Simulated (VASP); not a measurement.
Computed with LDA (Ceperley-Alder, Perdew-Zunger), VASP's LDA PAW potentials (set 64) (plane waves; VASP 6.6.1).

Input for VASP

INCAR:
```
ALGO  =  Normal
EDIFF  =  1E-6
EDIFFG  =  -0.02
ENCUT  =  500
IBRION  =  2
ISIF  =  3
ISMEAR  =  0
LASPH  =  .TRUE.
LCHARG  =  .FALSE.
LMAXMIX  =  4
LREAL  =  .FALSE.
LWAVE  =  .FALSE.
NELM  =  100
NSW  =  40
PREC  =  Accurate
SIGMA  =  0.05
SYSTEM  =  MoS2
```

POSCAR:
```
MoS2
1
    1.5611878945    -2.7040564875     0.0000000000
    1.5611878945     2.7040564875    -0.0000000000
    0.0000000000     0.0000000000    12.0200328065
Mo S
2 4
Direct
  0.3333330000   0.6666670000   0.2500000000
  0.6666670000   0.3333330000   0.7500000000
  0.3333330000   0.6666670000   0.8792641696
  0.6666670000   0.3333330000   0.3792641696
  0.6666670000   0.3333330000   0.1207358304
  0.3333330000   0.6666670000   0.6207358304
```

KPOINTS:
```
Automatic mesh
0
Gamma
8 8 2
0 0 0
```

POTCAR, in this order: Mo_sv S (LDA.64 set). Program: vasp_std.

What VASP printed:

### OUTCAR
```
 ion  position               nearest neighbor table
   1  0.333  0.667  0.250-   4 2.38   5 2.38   4 2.38   5 2.38   4 2.38   5 2.38
   2  0.667  0.333  0.750-   3 2.38   6 2.38   3 2.38   6 2.38   3 2.38   6 2.38
   3  0.333  0.667  0.879-   2 2.38   2 2.38   2 2.38
   4  0.667  0.333  0.379-   1 2.38   1 2.38   1 2.38
   5  0.667  0.333  0.121-   1 2.38   1 2.38   1 2.38
   6  0.333  0.667  0.621-   2 2.38   2 2.38   2 2.38
  LATTYP: Found a hexagonal cell.
 ALAT       =     3.1223755587
 C/A-ratio  =     3.8496435104
 Subroutine PRICEL returns:
 Original cell was already a primitive cell.
 Subroutine GETGRP returns: Found 24 space group operations
The static configuration has the point symmetry D_3d.
 The point group associated with its full space group is D_6h.
The dynamic configuration has the point symmetry D_3d.
 Subroutine INISYM returns: Found 24 space group operations
 Subroutine IBZKPT returns following result:
 Found     20 irreducible k-points:

 Following reciprocal coordinates:
            Coordinates               Weight
  0.000000  0.000000  0.000000      1.000000
  0.125000  0.000000  0.000000      6.000000
  0.250000  0.000000  0.000000      6.000000
  0.375000  0.000000  0.000000      6.000000
  0.500000  0.000000  0.000000      3.000000
  0.125000  0.125000  0.000000      6.000000
  0.250000  0.125000  0.000000     12.000000
  0.375000  0.125000  0.000000     12.000000
  0.250000  0.250000  0.000000      6.000000
  0.375000  0.250000  0.000000      6.000000
  0.000000  0.000000  0.500000      1.000000
  0.125000  0.000000  0.500000      6.000000
  0.250000  0.000000  0.500000      6.000000
  0.375000  0.000000  0.500000      6.000000
  0.500000  0.000000  0.500000      3.000000
  0.125000  0.125000  0.500000      6.000000
  0.250000  0.125000  0.500000     12.000000
  0.375000  0.125000  0.500000     12.000000
...
```

**OSZICAR**
```
       N       E                     dE             d eps       ncg     rms          rms(c)
DAV:   1     0.476335930855E+03    0.47634E+03   -0.29054E+04  1384   0.156E+03
DAV:   2    -0.223594027266E+02   -0.49870E+03   -0.48767E+03  1481   0.418E+02
DAV:   3    -0.511569432537E+02   -0.28798E+02   -0.28605E+02  1586   0.863E+01
DAV:   4    -0.517901880458E+02   -0.63324E+00   -0.63173E+00  1508   0.126E+01
DAV:   5    -0.518071246074E+02   -0.16937E-01   -0.16929E-01  1578   0.186E+00    0.378E+01
DAV:   6    -0.496385313966E+02    0.21686E+01   -0.19656E+01  1462   0.256E+01    0.128E+01
DAV:   7    -0.492636866145E+02    0.37484E+00   -0.82069E+00  1447   0.159E+01    0.902E+00
DAV:   8    -0.489561756796E+02    0.30751E+00   -0.14151E+00  1555   0.698E+00    0.272E+00
DAV:   9    -0.489647033692E+02   -0.85277E-02   -0.12742E-01  1663   0.167E+00    0.116E+00
DAV:  10    -0.489566238453E+02    0.80795E-02   -0.51853E-02  1508   0.135E+00    0.231E-01
DAV:  11    -0.489566006955E+02    0.23150E-04   -0.23425E-03  1534   0.273E-01    0.132E-01
DAV:  12    -0.489565797837E+02    0.20912E-04   -0.17009E-04  1444   0.652E-02    0.716E-02
DAV:  13    -0.489565611191E+02    0.18665E-04   -0.18937E-04  1617   0.752E-02    0.207E-02
DAV:  14    -0.489565599849E+02    0.11343E-05   -0.25560E-05  1522   0.316E-02    0.123E-02
DAV:  15    -0.489565596128E+02    0.37207E-06   -0.12546E-06  1068   0.725E-03
   1 F= -.48956560E+02 E0= -.48956560E+02  d E =-.489566E+02
       N       E                     dE             d eps       ncg     rms          rms(c)
DAV:   1    -0.489626346685E+02   -0.60747E-02   -0.15212E-01  1324   0.326E+00    0.994E-01
DAV:   2    -0.489578328180E+02    0.48019E-02   -0.42524E-02  1467   0.140E+00    0.313E-01
DAV:   3    -0.489565119616E+02    0.13209E-02   -0.92766E-03  1399   0.464E-01    0.159E-01
DAV:   4    -0.489563225399E+02    0.18942E-03   -0.10908E-03  1398   0.218E-01    0.477E-02
DAV:   5    -0.489563179152E+02    0.46248E-05   -0.18077E-04  1589   0.773E-02    0.560E-02
DAV:   6    -0.489563169962E+02    0.91893E-06   -0.49040E-05  1472   0.342E-02    0.134E-02
DAV:   7    -0.489563165948E+02    0.40140E-06   -0.71614E-06  1443   0.191E-02
   2 F= -.48956317E+02 E0= -.48956317E+02  d E =0.243018E-03
       N       E                     dE             d eps       ncg     rms          rms(c)
DAV:   1    -0.489592813398E+02   -0.29643E-02   -0.62990E-02  1310   0.210E+00    0.649E-01
DAV:   2    -0.489572695782E+02    0.20118E-02   -0.17272E-02  1452   0.897E-01    0.200E-01
DAV:   3    -0.489567426438E+02    0.52693E-03   -0.36964E-03  1393   0.293E-01    0.997E-02
DAV:   4    -0.489566638903E+02    0.78754E-04   -0.44913E-04  1392   0.141E-01    0.320E-02
DAV:   5    -0.489566627896E+02    0.11007E-05   -0.71627E-05  1567   0.487E-02    0.374E-02
DAV:   6    -0.489566620864E+02    0.70325E-06   -0.21977E-05  1303   0.227E-02    0.866E-03
DAV:   7    -0.489566619026E+02    0.18374E-06   -0.33779E-06  1072   0.134E-02
   3 F= -.48956662E+02 E0= -.48956662E+02  d E =-.102290E-03
```

File OUTCAR:
```
------------------------ aborting loop because EDIFF is reached ----------------------------------------
  FORCE on cell =-STRESS in cart. coord.  units (eV):
  Direction    XX          YY          ZZ          XY          YZ          ZX
  --------------------------------------------------------------------------------------
  Total       -0.0099138     -0.0099138      0.0319237      0.0000000      0.0000000      0.0000000
  in kB       -0.1563250     -0.1563249      0.5033838      0.0000000      0.0000000      0.0000000
  external PRESSURE =       0.0635780 kB  Pullay stress =       0.0000000 kB
  volume of cell :      101.61
      direct lattice vectors                 reciprocal lattice vectors
     1.561669965 -2.704891457  0.000000000     0.320170082 -0.184850301  0.000000000
     1.561669965  2.704891457 -0.000000000     0.320170082  0.184850301  0.000000000
    -0.000000000  0.000000000 12.026943051     0.000000000  0.000000000  0.083146648
 POSITION                                       TOTAL-FORCE (eV/Angst)
 -----------------------------------------------------------------------------------
      1.56167      0.90163      3.00674        -0.000000     -0.000000      0.000000
      1.56167     -0.90163      9.02021        -0.000000      0.000000      0.000000
      1.56167      0.90163     10.57508         0.000000     -0.000000     -0.014775
      1.56167     -0.90163      4.56161         0.000000      0.000000     -0.014775
      1.56167     -0.90163      1.45186         0.000000      0.000000      0.014775
      1.56167      0.90163      7.46533         0.000000     -0.000000      0.014775
 -----------------------------------------------------------------------------------
    total drift:                                0.000000      0.001555     -0.000028
  FREE ENERGIE OF THE ION-ELECTRON SYSTEM (eV)
  ---------------------------------------------------
  free  energy   TOTEN  =       -48.9566619026 eV

  energy  without entropy=      -48.9566619026  energy(sigma->0) =      -48.95666190

 reached required accuracy - stopping structural energy minimisation
```
(Selected blocks of OUTCAR.)

### CONTCAR
```
MoS2
   1.00000000000000
     1.5616699646603345   -2.7048914572641620    0.0000000000000000
     1.5616699646603345    2.7048914572641620   -0.0000000000000000
    -0.0000000000000000    0.0000000000000000   12.0269430507611013
  Mo              S
     2     4
Direct
     0.3333330000000032    0.6666669999999968    0.2500000000000000
     0.6666669999999968    0.3333330000000032    0.7500000000000000
     0.3333330000000032    0.6666669999999968    0.8792826231311320
     0.6666669999999968    0.3333330000000032    0.3792826231311321
     0.6666669999999968    0.3333330000000032    0.1207173768688679
     0.3333330000000032    0.6666669999999968    0.6207173768688680
```

The compound is MoS2 in the 2H layered structure. This run relaxes it. Symmetry was kept, so distortions that lower it aren't found.
